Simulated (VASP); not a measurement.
Set up this calculation in VASP 6.6.1, as the native input.

```yaml
Task: relaxation of cell and atoms
Functional: PBE
Dispersion: D3(BJ)
Potentials_or_basis: VASP PAW PBE potentials, release 64 (Pt, Se)
Cutoff: 350 eV
k_mesh: 9 × 9 × 6
Occupations: gaussian, width 0.02 eV
Spin: no spin polarisation
Further_INCAR_settings: ALGO = Fast; EDIFF = 1e-07; IBRION = 2; EDIFFG = -0.002; NSW = 80; ISIF = 3
```

The structure of PtSe2 lies in POSCAR:

```
PtSe2                                   
1.0
    3.7674028164      0.0000000000      0.0000000000
   -1.8837014082      3.2626665415     -0.0000000000
   -0.0000000000     -0.0000000000      4.8163570833
  Pt              Se            
     1     2
Direct
     0.0000000000000000    0.0000000000000000    0.0000000000000000
     0.3333333300000021    0.6666666699999979    0.2663124703113873
     0.6666666699999979    0.3333333300000021    0.7336875296886127
```

The input as run:

INCAR

```
  PREC = Accurate
  ENCUT = 350
  EDIFF = 1E-7
  ISMEAR = 0
  SIGMA = 0.02
  LREAL = F
  LASPH = T
  NELM = 80
  ALGO = Fast
  ISIF = 3
  LWAVE = F
  LCHARG = F
  GGA = PE
  IVDW = 12
  IBRION = 2
  NSW = 80
  EDIFFG = -0.002
```

KPOINTS

```
regular mesh
0
Gamma
  9 9 6
```

Potentials or basis: VASP PAW PBE potentials, release 64 (Pt, Se).

Launch:

```bash
$ cat potpaw_PBE.64/Pt/POTCAR potpaw_PBE.64/Se/POTCAR > POTCAR
$ mpirun -np 1 vasp_std > vasp.out
```

Results of the run:

```
Relaxed volume                         : 19.72 Å³/atom
Relaxed cell                           : a = 3.769 Å, b = 3.769 Å, c = 4.811 Å, α = 90.00°, β = 90.00°, γ = 120.00°
Space group after relaxing (to 0.05 Å) : P-3m1 (No. 164)
Energy gained by relaxing              : 0.0 meV/atom
Ionic steps                            : 7
Pressure after relaxing                : 0.0 GPa
Band gap on the k mesh                 : none (metal or under the smearing width)
Dispersion energy per atom             : -0.492 eV
```

Caveat: pairwise dispersion overbinds metals, which lowers pressure and volume.

Wall time 74 s on 1 thread of Intel(R) Xeon(R) Platinum 8259CL CPU @ 2.50GHz (Skylake/Cascade Lake) (shared host), peak memory 0.17 GiB.
